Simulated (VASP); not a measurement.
**Cl on the Cs site in Cs2LiYCl6**

How easily does Cl on the Cs site form in Cs2LiYCl6? The host is relaxed first, then a supercell is run with and without the defect. The start is a cell from a database of measured crystal structures.

Method: LDA; plane waves and PAW (Cs_sv, Y_sv, Cl, Li), in the first sound run; inputs show where later runs differ, in VASP 6.6.1.

## 1. The host crystal

The structure is cubic, space group Fm-3m (No. 225). Conventional cell: a = 10.486 Å, b = 10.486 Å, c = 10.486 Å, α = 90.00°, β = 90.00°, γ = 90.00°. Cs has 12 Cl at 3.71 Å nearest. Y has 6 Cl at 2.63 Å nearest. Cl has 1 Li at 2.62 Å and 1 Y at 2.63 Å and 4 Cs at 3.71 Å nearest. Nearest to Li lie 6 Cl at 2.62 Å. Farther neighbours and most contacts between anions are not listed.

Coordinates:

```cif
data_structure
_symmetry_space_group_name_H-M 'Fm-3m'
_symmetry_Int_Tables_number 225
_cell_length_a 10.4857
_cell_length_b 10.4857
_cell_length_c 10.4857
_cell_angle_alpha 90.000
_cell_angle_beta 90.000
_cell_angle_gamma 90.000
_cell_volume 1152.90
loop_
_atom_site_label
_atom_site_type_symbol
_atom_site_symmetry_multiplicity
_atom_site_Wyckoff_symbol
_atom_site_fract_x
_atom_site_fract_y
_atom_site_fract_z
_atom_site_occupancy
Cs1 Cs 8 c 0.25000 0.25000 0.75000 1
Y1 Y 4 a 0.00000 0.00000 0.00000 1
Cl1 Cl 24 e 0.00000 0.00000 0.74954 1
Li1 Li 4 b 0.50000 0.00000 0.00000 1
```

## 2. The host at zero pressure

First cell and atoms are relaxed at a raised cutoff, so that later runs start from this functional's own cell.

File INCAR:

```
SYSTEM = Cs2LiYCl6
PREC = Normal
ENCUT = 350
EDIFF = 1E-05
NELM = 120
ISMEAR = 0
SIGMA = 0.05
LREAL = Auto
ALGO = Fast
GGA = CA
NBANDS = 46
LORBIT = 11
LWAVE = .FALSE.
LCHARG = .FALSE.
IBRION = 2
NSW = 40
ISIF = 3
EDIFFG = -0.03
POTIM = 0.4
```

File POSCAR:

```
Cs2LiYCl6
1.0
    0.0000000000      5.2428500000      5.2428500000
    5.2428500000      0.0000000000      5.2428500000
    5.2428500000      5.2428500000      0.0000000000
Cs Y Cl Li
2 1 6 1
Direct
    0.7500000000      0.7500000000      0.7500000000
    0.2500000000      0.2500000000      0.2500000000
    0.0000000000      0.0000000000      0.0000000000
    0.7495400000      0.7495400000      0.2504600000
    0.2504600000      0.2504600000      0.7495400000
    0.7495400000      0.2504600000      0.7495400000
    0.2504600000      0.7495400000      0.7495400000
    0.2504600000      0.7495400000      0.2504600000
    0.7495400000      0.2504600000      0.2504600000
    0.5000000000      0.5000000000      0.5000000000
```

File KPOINTS:

```
Automatic mesh
0
Gamma
3 3 3
0 0 0
```

The projector-augmented-wave data sets are Cs_sv, Y_sv, Cl and Li (LDA family, release 64).

Command:

```console
$ export OMP_NUM_THREADS=5
$ mpirun -np 1 vasp_std
```

Output:

```text
[banner, memory and clock lines left out]
running    1 mpi-ranks, on    1 nodes
 distrk:  each k-point on    1 cores,    1 groups
 distr:  one band on    1 cores,    1 groups
 Offloading initialized ...    1 GPUs detected
 POSCAR found type information on POSCAR CsY ClLi
 POSCAR found :  4 types and      10 ions
 LDA part: xc-table for (Slater(with rela. corr.)+CA(PZ))
 , standard interpolation
 POSCAR, INCAR and KPOINTS ok, starting setup
 FFT: planning ... GRIDC
 FFT: planning ... GRID_SOFT
 FFT: planning ... GRID
 WAVECAR not read
 entering main loop
       N       E                     dE             d eps       ncg     rms          rms(c)
DAV:   1     0.423589612926E+03    0.42359E+03   -0.25480E+04   368   0.994E+02
DAV:   2    -0.123982047429E+02   -0.43599E+03   -0.42555E+03   496   0.233E+02
DAV:   3    -0.471792851806E+02   -0.34781E+02   -0.34696E+02   424   0.713E+01
DAV:   4    -0.482915051371E+02   -0.11122E+01   -0.11111E+01   632   0.118E+01
DAV:   5    -0.483000902301E+02   -0.85851E-02   -0.85833E-02   488   0.104E+00    0.292E+01
RMM:   6    -0.464574951164E+02    0.18426E+01   -0.33910E+00   375   0.495E+00    0.219E+01
RMM:   7    -0.464869517165E+02   -0.29457E-01   -0.46624E+00   398   0.538E+00    0.880E+00
RMM:   8    -0.463435419927E+02    0.14341E+00   -0.20962E+00   389   0.409E+00    0.447E+00
RMM:   9    -0.462752565988E+02    0.68285E-01   -0.24631E-01   410   0.152E+00    0.611E-01
RMM:  10    -0.462817709881E+02   -0.65144E-02   -0.66851E-02   444   0.596E-01    0.594E-01
RMM:  11    -0.462873248052E+02   -0.55538E-02   -0.30454E-02   446   0.395E-01    0.114E+00
RMM:  12    -0.462828585956E+02    0.44662E-02   -0.59303E-03   421   0.293E-01    0.104E+00
RMM:  13    -0.463008471339E+02   -0.17989E-01   -0.14810E-01   523   0.114E+00    0.303E+00
RMM:  14    -0.463021273044E+02   -0.12802E-02   -0.43491E-03   414   0.193E-01    0.302E+00
RMM:  15    -0.462967631507E+02    0.53642E-02   -0.13543E-03   377   0.114E-01    0.270E+00
RMM:  16    -0.462821105673E+02    0.14653E-01   -0.32285E-02   537   0.529E-01    0.791E-01
RMM:  17    -0.462826708235E+02   -0.56026E-03   -0.70047E-04   412   0.921E-02    0.874E-01
RMM:  18    -0.462814278991E+02    0.12429E-02   -0.15517E-03   427   0.113E-01    0.541E-01
RMM:  19    -0.462807110260E+02    0.71687E-03   -0.17459E-03   423   0.114E-01    0.243E-01
RMM:  20    -0.462805732801E+02    0.13775E-03   -0.85286E-04   393   0.710E-02    0.102E-01
RMM:  21    -0.462805747535E+02   -0.14734E-05   -0.34477E-04   397   0.434E-02    0.231E-02
RMM:  22    -0.462805824371E+02   -0.76836E-05   -0.70556E-05   317   0.204E-02
   1 F= -.46280582E+02 E0= -.46280582E+02  d E =-.462806E+02
 curvature:   0.00 expect dE= 0.000E+00 dE for cont linesearch  0.000E+00
 trial: gam= 0.00000 g(F)=  0.189E-02 g(S)=  0.214E+00 ort = 0.000E+00 (trialstep = 0.100E+01)
 search vector abs. value=  0.216E+00
 bond charge predicted
       N       E                     dE             d eps       ncg     rms          rms(c)
DAV:   1    -0.475119110841E+02   -0.12313E+01   -0.22918E+01   406   0.193E+01    0.767E+00
RMM:   2    -0.465827099443E+02    0.92920E+00   -0.20792E+00   385   0.518E+00    0.282E+00
RMM:   3    -0.464265782663E+02    0.15613E+00   -0.91252E-01   384   0.342E+00    0.176E+00
RMM:   4    -0.464222912047E+02    0.42871E-02   -0.94730E-02   398   0.120E+00    0.818E-01
RMM:   5    -0.464253389935E+02   -0.30478E-02   -0.40423E-02   441   0.589E-01    0.371E-01
RMM:   6    -0.464255109841E+02   -0.17199E-03   -0.48397E-03   443   0.246E-01    0.139E-01
RMM:   7    -0.464255588825E+02   -0.47898E-04   -0.12784E-03   457   0.114E-01    0.863E-02
RMM:   8    -0.464256226106E+02   -0.63728E-04   -0.45540E-04   453   0.711E-02    0.217E-02
RMM:   9    -0.464256232977E+02   -0.68708E-06   -0.19033E-04   439   0.397E-02    0.124E-02
RMM:  10    -0.464256304146E+02   -0.71169E-05   -0.68143E-05   312   0.214E-02
   2 F= -.46425630E+02 E0= -.46425630E+02  d E =-.145048E+00
[...]
WARNING in EDDRMM: call to ZHEGV failed, returncode =   6  3     28
[...]
3 F= -.46440147E+02 E0= -.46440147E+02  d E =-.159564E+00
[...]
4 F= -.46468193E+02 E0= -.46468193E+02  d E =-.280461E-01
 trial-energy change:   -0.028046  1 .order   -0.028340   -0.033098   -0.023582
 step:   3.7513(harm=  3.7513)  dis= 0.05015  next Energy=   -46.497706 (dE=-0.576E-01)
 bond charge predicted
       N       E                     dE             d eps       ncg     rms          rms(c)
DAV:   1    -0.466797537227E+02   -0.21156E+00   -0.20004E+01   384   0.155E+01    0.380E+00
RMM:   2    -0.465286257876E+02    0.15113E+00   -0.10831E+00   387   0.407E+00    0.177E+00
RMM:   3    -0.464949001937E+02    0.33726E-01   -0.29505E-01   392   0.207E+00    0.876E-01
RMM:   4    -0.464944403160E+02    0.45988E-03   -0.47892E-02   414   0.779E-01    0.576E-01
RMM:   5    -0.464940383773E+02    0.40194E-03   -0.10427E-02   414   0.349E-01    0.123E-01
RMM:   6    -0.464941284765E+02   -0.90099E-04   -0.39928E-03   421   0.219E-01    0.108E-01
RMM:   7    -0.464942032889E+02   -0.74812E-04   -0.87277E-04   444   0.959E-02    0.462E-02
RMM:   8    -0.464942248550E+02   -0.21566E-04   -0.32821E-04   393   0.529E-02    0.272E-02
WARNING in EDDRMM: call to ZHEGV failed, returncode =   6  3      8
RMM:   9    -0.464942284901E+02   -0.36351E-05   -0.11009E-04   352   0.336E-02    0.242E-02
RMM:  10    -0.464942295822E+02   -0.10920E-05   -0.46755E-05   295   0.200E-02
   5 F= -.46494230E+02 E0= -.46494230E+02  d E =-.540828E-01
 curvature:  -2.10 expect dE=-0.526E-03 dE for cont linesearch -0.455E-03
 trial: gam= 0.00000 g(F)=  0.115E-03 g(S)=  0.136E-03 ort =-0.273E-02 (trialstep = 0.161E+01)
 search vector abs. value=  0.251E-03
 reached required accuracy - stopping structural energy minimisation
```

Run time: 2 min. Hardware: 1 × NVIDIA H100 80GB HBM3, 81559 MiB with 1 MPI rank of AMD EPYC 7R13 (Zen 3), card shared with another run, shared host; peak memory 1.7 GiB.

Lines that name or quote the potential files are left out of all logs, and their timing lines are given in words.

OUTCAR, selected parts (step 2):

```text
ion  position               nearest neighbor table
   1  0.750  0.750  0.750-
   2  0.250  0.250  0.250-
   3  0.000  0.000  0.000-   4 2.63   5 2.63   6 2.63   7 2.63   8 2.63   9 2.63
   4  0.750  0.750  0.250-  10 2.62   3 2.63
   5  0.250  0.250  0.750-  10 2.62   3 2.63
   6  0.750  0.250  0.750-  10 2.62   3 2.63
   7  0.250  0.750  0.750-  10 2.62   3 2.63
   8  0.250  0.750  0.250-  10 2.62   3 2.63
   9  0.750  0.250  0.250-  10 2.62   3 2.63
  10  0.500  0.500  0.500-   4 2.62   5 2.62   6 2.62   7 2.62   8 2.62   9 2.62

  LATTYP: Found a face centered cubic cell.
 ALAT       =    10.4857000000

 Subroutine GETGRP returns: Found 48 space group operations
 (whereof 48 operations were pure point group operations)

The static configuration has the point symmetry O_h .

 Found      4 irreducible k-points:

   k-points           NKPTS =      4   k-points in BZ     NKDIM =      4   number of bands    NBANDS=     46

   dimension x,y,z NGX =    36 NGY =   36 NGZ =   36
   dimension x,y,z NGXF=    72 NGYF=   72 NGZF=   72

   ENCUT  =  350.0 eV  25.72 Ry    5.07 a.u.  11.31 11.31 11.31*2*pi/ulx,y,z

   NELECT =      72.0000    total number of electrons

 k-points in reciprocal lattice and weights: Automatic mesh
   0.00000000  0.00000000  0.00000000       0.037
   0.33333333  0.00000000  0.00000000       0.296
   0.33333333  0.33333333  0.00000000       0.222
  -0.33333333  0.33333333  0.00000000       0.444

 average (electrostatic) potential at core
       1 -46.9110       2 -46.9110       3 -38.0862       4 -96.9375       5 -96.9375
       6 -96.9375       7 -96.9375       8 -96.9375       9 -96.9375      10 -28.5060

 E-fermi :   0.5465

 k-point     1 :       0.0000    0.0000    0.0000
  band No.  band energies     occupation
    ...
     32       0.0276      2.00000
     33       0.0276      2.00000
     34       0.2184      2.00000
     35       0.2184      2.00000
     36       0.2184      2.00000
     37       4.9001      0.00000
     38       4.9001      0.00000
     39       4.9001      0.00000
     40       5.9672      0.00000
     41       6.2145      0.00000
    ...

 k-point     2 :       0.3333    0.0000    0.0000
  band No.  band energies     occupation
    ...
     32      -0.0985      2.00000
     33      -0.0985      2.00000
     34      -0.0386      2.00000
     35      -0.0386      2.00000
     36       0.0125      2.00000
     37       5.1480      0.00000
     38       5.2053      0.00000
     39       5.2053      0.00000
     40       6.9401      0.00000
     41       7.0288      0.00000
    ...

 k-point     3 :       0.3333    0.3333    0.0000
  band No.  band energies     occupation
    ...
     32      -0.3610      2.00000
     33      -0.3610      2.00000
     34      -0.1866      2.00000
     35      -0.1866      2.00000
     36       0.1983      2.00000
     37       5.0356      0.00000
     38       5.4954      0.00000
     39       5.4954      0.00000
     40       6.8187      0.00000
     41       7.1786      0.00000
    ...

  Total        0.1083273      0.1083273      0.1083273      0.0000000      0.0000000     -0.0000000
  in kB        0.6674961      0.6674961      0.6674961      0.0000000      0.0000000     -0.0000000
  external PRESSURE =       0.6674961 kB  Pullay stress =       0.0000000 kB

  energy-cutoff  :      350.00
  volume of cell :      260.02
      direct lattice vectors                 reciprocal lattice vectors
     0.000000000  5.065899695  5.065899695    -0.098699151  0.098699151  0.098699151
     5.065899695  0.000000000  5.065899695     0.098699151 -0.098699151  0.098699151
     5.065899695  5.065899695 -0.000000000     0.098699151  0.098699151 -0.098699151

 POSITION                                       TOTAL-FORCE (eV/Angst)
 -----------------------------------------------------------------------------------
      7.59885      7.59885      7.59885         0.000000     -0.000000      0.000000
      2.53295      2.53295      2.53295         0.000000      0.000000     -0.000000
      0.00000      0.00000      0.00000         0.000000      0.000000      0.000000
      5.06590      5.06590      7.54918         0.000000     -0.000000      0.022252
      5.06590      5.06590      2.58261         0.000000     -0.000000     -0.022252
      5.06590      7.54918      5.06590         0.000000      0.022252     -0.000000
      7.54918      5.06590      5.06590         0.022252     -0.000000     -0.000000
      5.06590      2.58261      5.06590         0.000000     -0.022252     -0.000000
      2.58261      5.06590      5.06590        -0.022252     -0.000000     -0.000000
      5.06590      5.06590      5.06590         0.000000      0.000000      0.000000
 -----------------------------------------------------------------------------------
    total drift:                                0.000000      0.000000      0.000000

  FREE ENERGIE OF THE ION-ELECTRON SYSTEM (eV)
  ---------------------------------------------------
  free  energy   TOTEN  =       -46.4942295822 eV

  energy  without entropy=      -46.4942295822  energy(sigma->0) =      -46.49422958

 reached required accuracy - stopping structural energy minimisation

 total charge
# of ion       s       p       d       f       tot
--------------------------------------------------
    1        1.837   4.687   0.033   0.000   6.557
    2        1.837   4.687   0.033   0.000   6.557
    3        2.190   6.473   0.960   0.108   9.731
    4        1.590   3.548   0.000   0.000   5.138
    5        1.590   3.548   0.000   0.000   5.138
    6        1.590   3.548   0.000   0.000   5.138
    7        1.590   3.548   0.000   0.000   5.138
    8        1.590   3.548   0.000   0.000   5.138
    9        1.590   3.548   0.000   0.000   5.138
   10        0.069   0.173   0.000   0.000   0.242
--------------------------------------------------
tot         15.473  37.309   1.027   0.108  53.918

[... 1 further part left out ...]
```

CONTCAR:

```
Cs2LiYCl6
    1.000000000000000
     0.0000000000000000    5.0658996952302173    5.0658996952302173
     5.0658996952302173    0.0000000000000000    5.0658996952302173
     5.0658996952302173    5.0658996952302173   -0.0000000000000000
  Cs              Y               Cl              Li
     2     1     6     1
Direct
     0.7500000000000000    0.7500000000000000    0.7500000000000000
     0.2500000000000000    0.2500000000000000    0.2500000000000000
     0.0000000000000000    0.0000000000000000    0.0000000000000000
     0.7450981016284449    0.7450981016284449    0.2549018983715550
     0.2549018983715550    0.2549018983715550    0.7450981016284449
     0.7450981016284449    0.2549018983715550    0.7450981016284449
     0.2549018983715550    0.7450981016284449    0.7450981016284449
     0.2549018983715550    0.7450981016284449    0.2549018983715550
     0.7450981016284449    0.2549018983715550    0.2549018983715550
     0.5000000000000000    0.5000000000000000    0.5000000000000000
```

The gap is read on the k-mesh alone, so it is an upper bound where the band edges lie off the mesh. After so large a change of volume the plane waves of the start cell no longer fit, so the final stress carries a basis-set error. The run keeps the 48 symmetry operations of its start, so it cannot find a distortion of lower symmetry.

Step by step:

| step | energy less that of the first step (eV) | largest force (eV/Å) | pressure (GPa) | volume (Å³) |
| --- | --- | --- | --- | --- |
| 1 | 0.0000 | 0.0903 | -2.39 | 288.23 |
| 2 | -0.1450 | 0.2195 | -0.85 | 274.11 |
| 3 | -0.1596 | 0.3573 | -0.14 | 268.69 |
| 4 | -0.1876 | 0.2514 | -0.12 | 266.18 |
| 5 | -0.2136 | 0.0223 | 0.07 | 260.02 |

| conventional cell, symmetrised | before | after | change |
| --- | --- | --- | --- |
| a (Å) | 10.486 | 10.132 | -3.4 % |
| b (Å) | 10.486 | 10.132 | -3.4 % |
| c (Å) | 10.486 | 10.132 | -3.4 % |
| volume (Å³/atom) | 28.82 | 26.00 | -9.8 % |

The atoms that moved most (Å, as changes of fractional coordinates times the final cell):

| atom | dx | dy | dz | length |
| --- | --- | --- | --- | --- |
| Cl4 | 0.000 | 0.000 | -0.045 | 0.045 |
| Cl7 | -0.045 | 0.000 | 0.000 | 0.045 |
| Cl6 | 0.000 | -0.045 | 0.000 | 0.045 |
| Cl5 | 0.000 | 0.000 | 0.045 | 0.045 |
| Cl8 | 0.000 | 0.045 | 0.000 | 0.045 |
| Cl9 | 0.045 | 0.000 | 0.000 | 0.045 |

The relaxed structure:

```cif
data_structure
_symmetry_space_group_name_H-M 'P 1'
_symmetry_Int_Tables_number 1
_cell_length_a 7.1643
_cell_length_b 7.1643
_cell_length_c 7.1643
_cell_angle_alpha 60.000
_cell_angle_beta 60.000
_cell_angle_gamma 60.000
_cell_volume 260.02
loop_
_atom_site_label
_atom_site_type_symbol
_atom_site_fract_x
_atom_site_fract_y
_atom_site_fract_z
_atom_site_occupancy
Cs1 Cs 0.75000 0.75000 0.75000 1
Cs2 Cs 0.25000 0.25000 0.25000 1
Y3 Y 0.00000 0.00000 0.00000 1
Cl4 Cl 0.74510 0.74510 0.25490 1
Cl5 Cl 0.25490 0.25490 0.74510 1
Cl6 Cl 0.74510 0.25490 0.74510 1
Cl7 Cl 0.25490 0.74510 0.74510 1
Cl8 Cl 0.25490 0.74510 0.25490 1
Cl9 Cl 0.74510 0.25490 0.25490 1
Li10 Li 0.50000 0.50000 0.50000 1
```

This step gave:

| Quantity | Value |
| --- | --- |
| electronic cycles | 58 |
| electrons | 72 |
| free energy (TOTEN) | -46.49 eV |
| Fermi energy | 0.5465 eV |
| labelled metallic, from the levels on this mesh | no |
| gap on the k-mesh | 4.682 eV |
| least direct gap on the k-mesh | 4.682 eV |

The run ended after 5 ionic steps, 0.214 eV below its first step, once forces and stress met EDIFFG = -0.03.

(Continued in part 2 of 10.)

[Lines on the potential files, build, host, timing and source positions are cut from VASP's logs without a mark.]

[Logs are printed without paths, hosts, clocks, repeated set-up lines and the standing remarks that a program may print on its own settings, such as how far it seeks lower states.]

[Hosts, paths, dates, database ids (printed as entryN), source tags and the programs' standing remarks are cut or masked in the printed files.]

[In band tables of VASP the shares of atoms and orbitals are scaled to a sum of 1 inside the atoms' spheres.]

[Runs that stopped without an error message from VASP are left out.]
